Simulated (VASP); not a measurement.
Energy against volume of CoAl (CsCl type). These are LDA (Ceperley-Alder, Perdew-Zunger), VASP's LDA PAW potentials (set 64) (plane waves; VASP) values and carry that method's errors. Numerical set-up: 520 eV cut-off, 13×13×13 Γ-centred mesh, first-order Methfessel-Paxton smearing of 0.10 eV, potentials Al Co.

```csv
V (Å³/atom),E (eV/atom)
10.593,-6.84792
10.920,-6.85463
11.248,-6.84858
11.576,-6.83163
```

Task: Fit these four points and predict the energy of the run at 10.265 Å³/atom.

Result: A cubic in V^(−2/3), the third-order Birch-Murnaghan form, passes through the four points with V0 = 10.92 Å³/atom and B0 = 208 GPa, and gives -6.8262 eV/atom there. The run gave -6.8263 eV/atom, -0.1 meV/atom from the fit; all five points give B0 = 208 GPa.

The compound is CoAl in the CsCl type structure. It was relaxed first, which changed the volume by -7 %. The run is not spin-polarised, so no magnetic state was tried.
